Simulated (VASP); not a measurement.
These are PBE GGA, VASP's PBE PAW potentials (set 64) (plane waves; VASP) values and carry that method's errors.

VASP ran on this input.

### KPOINTS
```
K-points
0
G
 5 5 5
0 0 0
```

POSCAR:
```
Ga2O3
1
    4.7827513301    -2.5325742098     0.0001686117
    4.7827513301     2.5325742098     0.0001686117
    3.4415498776    -0.0000000000     4.1766468995
Ga O
4 6
Direct
  0.8556668134   0.8556668134   0.8556668134
  0.3556668134   0.3556668134   0.3556668134
  0.1443331866   0.1443331866   0.1443331866
  0.6443331866   0.6443331866   0.6443331866
  0.4469164237   0.0530835763   0.7500000000
  0.0530835763   0.7500000000   0.4469164237
  0.5530835763   0.9469164237   0.2500000000
  0.2500000000   0.5530835763   0.9469164237
  0.9469164237   0.2500000000   0.5530835763
  0.7500000000   0.4469164237   0.0530835763
```

INCAR:
```
LASPH = .TRUE.   # aspherical one-centre terms
LMAXMIX = 4   # l cut-off of mixed one-centre charges
SIGMA = 0.05   # width (eV)
EDIFF = 1E-6   # SCF stop (eV)
LCHARG = .FALSE.
ISMEAR = 0   # Gaussian
NSW = 60   # most ionic steps
PREC = Accurate
ENCUT = 520   # plane-wave cut-off (eV)
ALGO = Normal
NELM = 100   # most electronic steps
LWAVE = .FALSE.
SYSTEM = Ga2O3
LREAL = .FALSE.   # projection in real space or not
GGA = PE   # PBE
IBRION = 2
ISIF = 3
EDIFFG = -0.02
```

POTCAR, in this order: Ga_d O (PBE.64 set). Program: vasp_std.

What VASP printed:

OSZICAR:
```
       N       E                     dE             d eps       ncg     rms          rms(c)
DAV:   1     0.120210397072E+04    0.12021E+04   -0.41056E+04  2276   0.314E+03
DAV:   2     0.191946957519E+03   -0.10102E+04   -0.96929E+03  2080   0.813E+02
DAV:   3    -0.481445516589E+02   -0.24009E+03   -0.23401E+03  2276   0.264E+02
DAV:   4    -0.672356791244E+02   -0.19091E+02   -0.18911E+02  2548   0.803E+01
DAV:   5    -0.679029635160E+02   -0.66728E+00   -0.66539E+00  2520   0.149E+01    0.170E+01
DAV:   6    -0.593254895391E+02    0.85775E+01   -0.34823E+01  3608   0.609E+01    0.483E+00
DAV:   7    -0.594418066379E+02   -0.11632E+00   -0.26343E+00  2152   0.968E+00    0.321E+00
DAV:   8    -0.594170690064E+02    0.24738E-01   -0.46158E-01  2852   0.521E+00    0.110E+00
DAV:   9    -0.593940144128E+02    0.23055E-01   -0.16050E-01  3152   0.445E+00    0.197E-01
DAV:  10    -0.593948085383E+02   -0.79413E-03   -0.11122E-02  2880   0.104E+00    0.572E-02
DAV:  11    -0.593949366536E+02   -0.12812E-03   -0.14877E-03  2472   0.425E-01    0.180E-02
DAV:  12    -0.593949570886E+02   -0.20435E-04   -0.22862E-04  2516   0.131E-01    0.135E-02
DAV:  13    -0.593949572951E+02   -0.20653E-06   -0.20618E-05  2512   0.276E-02    0.527E-03
DAV:  14    -0.593949567232E+02    0.57188E-06   -0.37330E-06  2076   0.104E-02
   1 F= -.59394957E+02 E0= -.59394957E+02  d E =-.593950E+02
       N       E                     dE             d eps       ncg     rms          rms(c)
DAV:   1    -0.593965650494E+02   -0.16078E-02   -0.64493E-02  3072   0.215E+00    0.269E-01
DAV:   2    -0.593955167516E+02    0.10483E-02   -0.52288E-03  2792   0.691E-01    0.120E-01
DAV:   3    -0.593952379254E+02    0.27883E-03   -0.96286E-04  3384   0.314E-01    0.369E-02
DAV:   4    -0.593952279768E+02    0.99486E-05   -0.46754E-04  3112   0.154E-01    0.376E-02
DAV:   5    -0.593952026966E+02    0.25280E-04   -0.16485E-04  2708   0.919E-02    0.480E-03
DAV:   6    -0.593952033003E+02   -0.60366E-06   -0.94010E-06  2192   0.169E-02
   2 F= -.59395203E+02 E0= -.59395203E+02  d E =-.246577E-03
```

**OUTCAR**
```
------------------------ aborting loop because EDIFF is reached ----------------------------------------
  FORCE on cell =-STRESS in cart. coord.  units (eV):
  Direction    XX          YY          ZZ          XY          YZ          ZX
  --------------------------------------------------------------------------------------
  Total        0.0441794      0.1279292      0.1192924      0.0000000      0.0000000     -0.0268948
  in kB        0.7006371      2.0288203      1.8918499      0.0000000      0.0000000     -0.4265221
  external PRESSURE =       1.5404358 kB  Pullay stress =       0.0000000 kB
  volume of cell :      101.03
      direct lattice vectors                 reciprocal lattice vectors
     4.778595959 -2.531861467 -0.000733613     0.104620018 -0.197483159 -0.086154940
     4.778595959  2.531861467 -0.000733613     0.104620018  0.197483159 -0.086154940
     3.437771960  0.000000000  4.174569289     0.000036771  0.000000000  0.239515390
 POSITION                                       TOTAL-FORCE (eV/Angst)
 -----------------------------------------------------------------------------------
     11.12073      0.00000      3.57122         0.015710      0.000000      0.005045
      4.62325      0.00000      1.48467         0.015710      0.000000      0.005045
      1.87424      0.00000      0.60188        -0.015710      0.000000     -0.005045
      8.37172      0.00000      2.68843        -0.015710      0.000000     -0.005045
      4.96763     -0.99679      3.13056        -0.000000     -0.001297     -0.000000
      5.37410      1.76432      1.86481        -0.000343      0.000648      0.001069
      8.02734      0.99679      1.04254        -0.000000      0.001297     -0.000000
      7.09299      0.76754      3.95210        -0.000343     -0.000648      0.001069
      7.62086     -1.76432      2.30829         0.000343     -0.000648     -0.001069
      5.90198     -0.76754      0.22101         0.000343      0.000648     -0.001069
 -----------------------------------------------------------------------------------
    total drift:                               -0.000000     -0.000000      0.000000
  FREE ENERGIE OF THE ION-ELECTRON SYSTEM (eV)
  ---------------------------------------------------
  free  energy   TOTEN  =       -59.3952033003 eV

  energy  without entropy=      -59.3952033003  energy(sigma->0) =      -59.39520330

 reached required accuracy - stopping structural energy minimisation
```
(Selected blocks of OUTCAR.)

CONTCAR:
```
Ga2O3
   1.00000000000000
     4.7785959589596345   -2.5318614673844229   -0.0007336125155370
     4.7785959589596345    2.5318614673844229   -0.0007336125155370
     3.4377719603604322    0.0000000000000000    4.1745692890427266
  Ga              O
     4     6
Direct
     0.8557720566241352    0.8557720566241352    0.8557720566241352
     0.3557720566241352    0.3557720566241352    0.3557720566241352
     0.1442279433758647    0.1442279433758647    0.1442279433758647
     0.6442279433758648    0.6442279433758648    0.6442279433758648
     0.4468487132283699    0.0531512867716300    0.7500000000000000
     0.0531512867716300    0.7500000000000000    0.4468487132283699
     0.5531512867716301    0.9468487132283699    0.2500000000000000
     0.2500000000000000    0.5531512867716301    0.9468487132283699
     0.9468487132283699    0.2500000000000000    0.5531512867716301
     0.7500000000000000    0.4468487132283699    0.0531512867716300
```

The compound is Ga2O3 in the corundum structure, the metastable α form; monoclinic β is stable. This run relaxes it. Symmetry was kept, so distortions that lower it aren't found. The start is the result of an earlier pass.
